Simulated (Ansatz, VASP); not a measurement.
Cd3BiSb: VASP beside Ansatz

Contents of INCAR:

```
PREC = Accurate
ENCUT = 520
EDIFF = 1E-6
ISMEAR = 0
SIGMA = 0.05
LREAL = False
LASPH = True
NELM = 100
ALGO = Normal
ISIF = 2
LWAVE = False
LCHARG = True
GGA = PE
LELF = True
LVHAR = True
NBANDS = 36
```

File KPOINTS:

```
regular mesh
0
Gamma
  4 4 4
```

POSCAR

```
Cd3BiSb
1.0
    5.8636031011      0.0000000000      0.0000000000
    0.0000000000      5.8636031011      0.0000000000
    0.0000000000      0.0000000000      5.8636031011
Sb Bi Cd
1 1 3
Direct
    0.0000000000      0.0000000000      0.0000000000
    0.5000000000      0.5000000000      0.5000000000
    0.5000000000      0.5000000000      0.0000000000
    0.5000000000      0.0000000000      0.5000000000
    0.0000000000      0.5000000000      0.5000000000
```

Input for Ansatz:

```yaml
crystal:
  lattice:
    - [5.8636031011, 0.0, 0.0]
    - [0.0, 5.8636031011, 0.0]
    - [0.0, 0.0, 5.8636031011]
  atoms:
    - { symbol: Sb, position: [0.0, 0.0, 0.0] }
    - { symbol: Bi, position: [0.5, 0.5, 0.5] }
    - { symbol: Cd, position: [0.5, 0.5, 0.0] }
    - { symbol: Cd, position: [0.5, 0.0, 0.5] }
    - { symbol: Cd, position: [0.0, 0.5, 0.5] }
basis:
  ecutwfc: 420
kpoints:
  mp_grid: { grid: [4, 4, 4] }
hamiltonian:
  xc: pbe
scf:
  occupations: { method: gaussian, width: 0.05 }
output:
  forces: true
  stress: true
  eigenvalues: true
```

The cell comes from a database or a generator and needn't be the stable form of this composition.

Alike in both runs: task single point; functional PBE; k mesh 4 × 4 × 4; occupations gaussian, width 0.05 eV; no spin polarisation.

|  | VASP | Ansatz |
| --- | --- | --- |
| version | VASP 6.6.1 | Ansatz 0.2.0 |
| potentials or method | VASP PAW PBE potentials, release 64 (Sb, Bi_d, Cd) | scalar-relativistic, plane waves, PAW |
| plane-wave cutoff (eV) | 520 | 420 |
| valence electrons in the cell | 56 | 90 |

```csv
,VASP,Ansatz,Ansatz less VASP
gap on the k mesh at the Fermi level (eV),none,none,-
pressure (GPa),-2.0,-2.1,-0.06
```

A gap of «none» marks a metal or a gap that the smearing closes. With one functional, cell and mesh, what is left measures potentials, basis and numerics. The two sets of potentials don't hold the same shells in valence.

Caveats: spin-orbit coupling is left out, which moves the levels of the heavy elements.
